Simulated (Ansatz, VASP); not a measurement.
# Cross-check of Si3N4 between VASP and Ansatz, part 2 of 3

Wanted: the spread between two codes on one cell, functional and k mesh. The cell is taken from a series of runs on this material, whose earlier steps may have relaxed, scaled, displaced or heated it; both programs get it as it stands.

VASP 6.6.1 and Ansatz 0.2.0.

So far: Starting point; Ansatz: zone-centre phonons, PBEsol.

## Step 3: VASP: zone-centre phonons, PBEsol

Level of this step: PBEsol; plane waves and PAW (Si, N) (VASP).

The same cell, functional and mesh now go to VASP, with its own data sets.

Lines of VASP's logs that name or quote its potential files are left out, and so is its time.

INCAR

```
SYSTEM = Si3N4
PREC = Accurate
ENCUT = 600
EDIFF = 1E-08
NELM = 120
ISMEAR = 0
SIGMA = 0.01
LREAL = .FALSE.
ALGO = Normal
GGA = PS
NBANDS = 46
LORBIT = 11
LWAVE = .FALSE.
LCHARG = .FALSE.
ISIF = 2
IBRION = 8
LASPH = .TRUE.
GGA_COMPAT = .FALSE.
EFERMI = MIDGAP
KPAR = 4
```

POSCAR

```
Si3N4
1.0
    7.6245160232      0.0000000000      0.0000000000
   -3.8122580116      6.6030245677      0.0000000000
    0.0000000000      0.0000000000      2.9104249995
Si N
6 8
Direct
    0.7675514056      0.1739304460      0.2500000000
    0.5936209596      0.7675514056      0.7500000000
    0.8260695540      0.5936209596      0.2500000000
    0.2324485944      0.8260695540      0.7500000000
    0.4063790404      0.2324485944      0.2500000000
    0.1739304460      0.4063790404      0.7500000000
    0.0296122739      0.3299995679      0.2500000000
    0.6996127060      0.0296122739      0.7500000000
    0.6700004321      0.6996127060      0.2500000000
    0.9703877261      0.6700004321      0.7500000000
    0.3003872940      0.9703877261      0.2500000000
    0.3299995679      0.3003872940      0.7500000000
    0.6666666667      0.3333333333      0.2500000000
    0.3333333333      0.6666666667      0.7500000000
```

KPOINTS

```
Automatic mesh
0
Gamma
3 3 8
0 0 0
```

The projector-augmented-wave data sets are Si and N (PBE family, release 64).

Started as:

```sh
$ mpirun -np 4 vasp_std
```

The program printed:

```text
[banner, memory and clock lines left out]
running    4 mpi-ranks, on    1 nodes
 distrk:  each k-point on    1 cores,    4 groups
 distr:  one band on    1 cores,    1 groups

 POSCAR found type information on POSCAR SiN
 POSCAR found :  2 types and      14 ions
|                                                                             |
|               ----> ADVICE to this user running VASP <----                  |
|                                                                             |
|     You enforced a specific xc type in the INCAR file but a different       |
|     [... a line on the potential file left out ...]
|     I HOPE YOU KNOW WHAT YOU ARE DOING!                                     |
|                                                                             |

 LDA part: xc-table for (Slater+PW92), standard interpolation
 POSCAR, INCAR and KPOINTS ok, starting setup
 FFT: planning ... GRIDC
 FFT: planning ... GRID_SOFT
 FFT: planning ... GRID
 WAVECAR not read
 entering main loop
       N       E                     dE             d eps       ncg     rms          rms(c)
DAV:   1     0.312257884541E+03    0.31226E+03   -0.34374E+04  1380   0.145E+03
DAV:   2    -0.108663741274E+03   -0.42092E+03   -0.39803E+03  1768   0.301E+02
DAV:   3    -0.135759265526E+03   -0.27096E+02   -0.26884E+02  1776   0.804E+01
DAV:   4    -0.136193603705E+03   -0.43434E+00   -0.43271E+00  1736   0.105E+01
DAV:   5    -0.136204045472E+03   -0.10442E-01   -0.10433E-01  1674   0.155E+00    0.289E+01
DAV:   6    -0.120727020197E+03    0.15477E+02   -0.52122E+01  1690   0.300E+01    0.133E+01
DAV:   7    -0.120518453613E+03    0.20857E+00   -0.29534E+00  1744   0.742E+00    0.612E+00
DAV:   8    -0.120410845186E+03    0.10761E+00   -0.17540E-01  1674   0.214E+00    0.207E+00
DAV:   9    -0.120396143574E+03    0.14702E-01   -0.30807E-02  1760   0.867E-01    0.294E-01
DAV:  10    -0.120397602400E+03   -0.14588E-02   -0.35547E-03  1572   0.262E-01    0.162E-01
DAV:  11    -0.120398115876E+03   -0.51348E-03   -0.84386E-04  1612   0.145E-01    0.246E-02
DAV:  12    -0.120398151083E+03   -0.35206E-04   -0.46296E-05  1704   0.363E-02    0.110E-02
DAV:  13    -0.120398174118E+03   -0.23035E-04   -0.23327E-05  1564   0.208E-02    0.525E-03
DAV:  14    -0.120398178462E+03   -0.43442E-05   -0.41308E-06  1664   0.969E-03    0.294E-03
DAV:  15    -0.120398179396E+03   -0.93427E-06   -0.21861E-06  1584   0.549E-03    0.210E-03
DAV:  16    -0.120398179344E+03    0.52340E-07   -0.94230E-08  1746   0.162E-03    0.745E-04
DAV:  17    -0.120398179329E+03    0.14424E-07   -0.18514E-08  1296   0.613E-04    0.226E-04
DAV:  18    -0.120398179321E+03    0.82900E-08   -0.49741E-09  1186   0.345E-04
   1 F= -.12039818E+03 E0= -.12039818E+03  d E =0.000000E+00
 Linear response reoptimize wavefunctions to high precision
DAV:   1    -0.120398179321E+03    0.56389E-10   -0.11372E-09   992   0.232E-04
DAV:   2    -0.120398179321E+03   -0.43656E-10   -0.22530E-10   942   0.764E-05
 Linear response DOF=           8
 Linear response progress:
  Degree of freedom:   1/  8
       N       E                     dE             d eps       ncg     rms          rms(c)
RMM:   1    -0.415145890193E-01   -0.41515E-01    0.44702E-03  6599   0.105E+00
RMM:   2    -0.281691037675E-01    0.13345E-01   -0.51483E-03  3950   0.358E-01    0.194E-01
RMM:   3    -0.274623221877E-01    0.70678E-03   -0.76670E-04  4201   0.103E-01    0.108E-01
RMM:   4    -0.271393973958E-01    0.32292E-03   -0.42499E-04  4216   0.778E-02    0.272E-02
RMM:   5    -0.271177663278E-01    0.21631E-04   -0.11999E-04  4221   0.218E-02    0.838E-03
RMM:   6    -0.271073509065E-01    0.10415E-04    0.16364E-05  4163   0.926E-03    0.391E-03
RMM:   7    -0.271088204340E-01   -0.14695E-05   -0.94686E-06  4212   0.301E-03    0.153E-03
RMM:   8    -0.271103059650E-01   -0.14855E-05   -0.61428E-06  4078   0.145E-03    0.322E-04
RMM:   9    -0.271097763904E-01    0.52957E-06    0.26903E-07  4276   0.387E-04    0.173E-04
RMM:  10    -0.271098241272E-01   -0.47737E-07    0.12513E-06  4027   0.285E-04    0.803E-05
RMM:  11    -0.271098802737E-01   -0.56146E-07   -0.22543E-07  4374   0.152E-04    0.252E-05
RMM:  12    -0.271098087508E-01    0.71523E-07    0.48715E-07  4203   0.788E-05    0.937E-06
RMM:  13    -0.271098110020E-01   -0.22512E-08    0.80596E-07  4598   0.575E-05    0.359E-06
RMM:  14    -0.271098064603E-01    0.45417E-08    0.64680E-07  4496   0.516E-05    0.965E-07
RMM:  15    -0.271098124803E-01   -0.60200E-08    0.49397E-07  4648   0.498E-05    0.615E-07
RMM:  16    -0.271098133714E-01   -0.89113E-09    0.77148E-07  4641   0.493E-05    0.269E-07
RMM:  17    -0.271098098199E-01    0.35516E-08    0.70487E-07  4556   0.490E-05    0.866E-08
 first order change of Fermi-energy   0.28347E-03
 force on displaced ion       1 direction 1 : -33.378   0.917   0.000
 Linear response progress:
[...]
RMM:   9    -0.261723605159E-01   -0.29515E-06   -0.28049E-06  4291   0.363E-04    0.151E-04
RMM:  10    -0.261724606759E-01   -0.10016E-06   -0.31067E-06  4127   0.196E-04    0.578E-05
RMM:  11    -0.261724006046E-01    0.60071E-07   -0.32984E-06  4360   0.115E-04    0.241E-05
RMM:  12    -0.261723581114E-01    0.42493E-07   -0.30228E-06  4234   0.682E-05    0.615E-06
RMM:  13    -0.261723120895E-01    0.46022E-07   -0.20921E-06  4568   0.502E-05    0.400E-06
[...]
RMM:  11    -0.254581869683E+00    0.52274E-07    0.77772E-08  4512   0.126E-04    0.101E-05
RMM:  12    -0.254581899846E+00   -0.30163E-07    0.20222E-07  4527   0.116E-04    0.396E-06
RMM:  13    -0.254581897146E+00    0.27003E-08    0.22364E-07  4666   0.111E-04    0.147E-06
RMM:  14    -0.254581900775E+00   -0.36292E-08    0.13017E-07  4663   0.109E-04    0.710E-07
RMM:  15    -0.254581898642E+00    0.21330E-08    0.20021E-07  4687   0.108E-04    0.301E-07
RMM:  16    -0.254581898185E+00    0.45680E-09    0.20696E-07  4703   0.108E-04    0.192E-07
RMM:  17    -0.254581898101E+00    0.84175E-10    0.20118E-07  4753   0.108E-04    0.127E-07
RMM:  18    -0.254581898445E+00   -0.34355E-09    0.19147E-07  4799   0.107E-04    0.116E-07
RMM:  19    -0.254581898148E+00    0.29627E-09    0.20432E-07  4855   0.107E-04    0.605E-08
 first order change of Fermi-energy  -0.43966E-01
 force on displaced ion       7 direction 1 : -30.412 -14.898   0.000
 Linear response progress:
  Degree of freedom:   5/  8
       N       E                     dE             d eps       ncg     rms          rms(c)
RMM:   1    -0.256679218392E+00   -0.25668E+00    0.13167E-01  4642   0.192E+00
RMM:   2    -0.252837002506E+00    0.38422E-02   -0.87123E-03  3827   0.386E-01    0.216E-01
RMM:   3    -0.253088405757E+00   -0.25140E-03   -0.22751E-03  3971   0.166E-01    0.110E-01
RMM:   4    -0.254377170684E+00   -0.12888E-02   -0.15691E-03  4200   0.117E-01    0.326E-02
RMM:   5    -0.254349308334E+00    0.27862E-04   -0.60873E-05  4106   0.288E-02    0.724E-03
RMM:   6    -0.254431539065E+00   -0.82231E-04   -0.33236E-06  4312   0.819E-03    0.287E-03
RMM:   7    -0.254402943337E+00    0.28596E-04    0.91866E-07  4140   0.297E-03    0.914E-04
RMM:   8    -0.254408513797E+00   -0.55705E-05    0.29414E-07  4345   0.847E-04    0.336E-04
RMM:   9    -0.254409302149E+00   -0.78835E-06   -0.20931E-07  4297   0.344E-04    0.101E-04
RMM:  10    -0.254409201917E+00    0.10023E-06   -0.45031E-07  4243   0.219E-04    0.311E-05
RMM:  11    -0.254409194040E+00    0.78778E-08   -0.57041E-08  4462   0.147E-04    0.123E-05
 first order change of Fermi-energy   0.33429E-01
 force on displaced ion       7 direction 2 : -14.904 -18.158   0.000
 Linear response progress:
  Degree of freedom:   6/  8
       N       E                     dE             d eps       ncg     rms          rms(c)
RMM:   1    -0.239867335968E+00   -0.23987E+00    0.22811E-01  7024   0.198E+00
RMM:   2    -0.237503319090E+00    0.23640E-02   -0.89417E-03  5439   0.408E-01    0.266E-01
RMM:   3    -0.237901436548E+00   -0.39812E-03   -0.19347E-03  5362   0.170E-01    0.137E-01
RMM:   4    -0.239737137322E+00   -0.18357E-02   -0.17553E-03  5661   0.143E-01    0.272E-02
RMM:   5    -0.239565600068E+00    0.17154E-03   -0.48662E-05  6276   0.297E-02    0.456E-03
RMM:   6    -0.239638742112E+00   -0.73142E-04   -0.35058E-06  6305   0.596E-03    0.161E-03
RMM:   7    -0.239625416415E+00    0.13326E-04   -0.18190E-07  6379   0.153E-03    0.400E-04
RMM:   8    -0.239628441765E+00   -0.30254E-05    0.97888E-08  6358   0.402E-04    0.124E-04
RMM:   9    -0.239627668380E+00    0.77338E-06   -0.32976E-07  6561   0.170E-04    0.337E-05
RMM:  10    -0.239628405221E+00   -0.73684E-06   -0.14089E-07  6589   0.125E-04    0.828E-06
RMM:  11    -0.239628409349E+00   -0.41278E-08   -0.29947E-07  6858   0.105E-04    0.240E-06
RMM:  12    -0.239628419153E+00   -0.98043E-08   -0.64888E-08  6898   0.101E-04    0.612E-07
 first order change of Fermi-energy   0.12816E-04
 force on displaced ion       7 direction 3 :   0.007   0.003 -28.124
 Linear response progress:
  Degree of freedom:   7/  8
       N       E                     dE             d eps       ncg     rms          rms(c)
RMM:   1    -0.258827579017E+00   -0.25883E+00    0.25179E-01  4898   0.194E+00
RMM:   2    -0.254616973340E+00    0.42106E-02   -0.97882E-03  3805   0.419E-01    0.295E-01
RMM:   3    -0.254057772640E+00    0.55920E-03   -0.40592E-03  3995   0.203E-01    0.153E-01
RMM:   4    -0.255423778537E+00   -0.13660E-02   -0.24391E-03  4180   0.138E-01    0.475E-02
RMM:   5    -0.255334487454E+00    0.89291E-04   -0.94262E-05  3996   0.367E-02    0.989E-03
RMM:   6    -0.255477279353E+00   -0.14279E-03   -0.17962E-05  4322   0.128E-02    0.321E-03
RMM:   7    -0.255436804864E+00    0.40474E-04   -0.78166E-07  4220   0.358E-03    0.106E-03
RMM:   8    -0.255439476221E+00   -0.26714E-05   -0.11023E-06  4392   0.773E-04    0.409E-04
RMM:   9    -0.255442732028E+00   -0.32558E-05   -0.26129E-07  4402   0.453E-04    0.156E-04
RMM:  10    -0.255442076536E+00    0.65549E-06   -0.16972E-07  4287   0.233E-04    0.229E-05
RMM:  11    -0.255441983886E+00    0.92649E-07   -0.30830E-07  4492   0.102E-04    0.864E-06
RMM:  12    -0.255441984592E+00   -0.70546E-09   -0.23810E-07  4512   0.855E-05    0.388E-06
RMM:  13    -0.255442006134E+00   -0.21542E-07   -0.29826E-08  4642   0.812E-05    0.137E-06
RMM:  14    -0.255442009540E+00   -0.34064E-08   -0.20081E-08  4606   0.795E-05    0.632E-07
 first order change of Fermi-energy  -0.39388E-05
 force on displaced ion      13 direction 1 : -38.302   0.003   0.000
 Linear response progress:
  Degree of freedom:   8/  8
       N       E                     dE             d eps       ncg     rms          rms(c)
RMM:   1    -0.237757418796E+00   -0.23776E+00    0.74316E-02  3567   0.170E+00
RMM:   2    -0.235913731842E+00    0.18437E-02   -0.78536E-03  3101   0.272E-01    0.163E-01
RMM:   3    -0.236903507194E+00   -0.98978E-03   -0.83382E-04  2880   0.105E-01    0.809E-02
RMM:   4    -0.238478907390E+00   -0.15754E-02   -0.68217E-04  3063   0.922E-02    0.192E-02
RMM:   5    -0.238526432680E+00   -0.47525E-04   -0.31409E-05  3529   0.222E-02    0.248E-03
RMM:   6    -0.238551627845E+00   -0.25195E-04   -0.80501E-07  3518   0.314E-03    0.112E-03
RMM:   7    -0.238545542428E+00    0.60854E-05   -0.30060E-08  3519   0.106E-03    0.229E-04
RMM:   8    -0.238547356364E+00   -0.18139E-05    0.79347E-08  3637   0.258E-04    0.782E-05
RMM:   9    -0.238547065819E+00    0.29054E-06    0.23951E-07  3720   0.122E-04    0.160E-05
RMM:  10    -0.238547274057E+00   -0.20824E-06   -0.92688E-08  3784   0.912E-05    0.644E-06
RMM:  11    -0.238547249804E+00    0.24253E-07    0.28520E-08  3856   0.850E-05    0.174E-06
RMM:  12    -0.238547253945E+00   -0.41410E-08   -0.61657E-08  3857   0.839E-05    0.445E-07
 first order change of Fermi-energy   0.17999E-03
 force on displaced ion      13 direction 3 :   0.000   0.000  -5.680
 Linear response finished
```

(Part 2 of 3 ends here.)

[Lines on the potential files, build, host, timing and source positions are cut from VASP's logs without a mark.]

[Logs are printed without paths, hosts, clocks, repeated set-up lines and the standing remarks that a program may print on its own settings, such as how far it seeks lower states.]

[Hosts, paths, dates, database ids (printed as entryN), source tags and the programs' standing remarks are cut or masked in the printed files.]
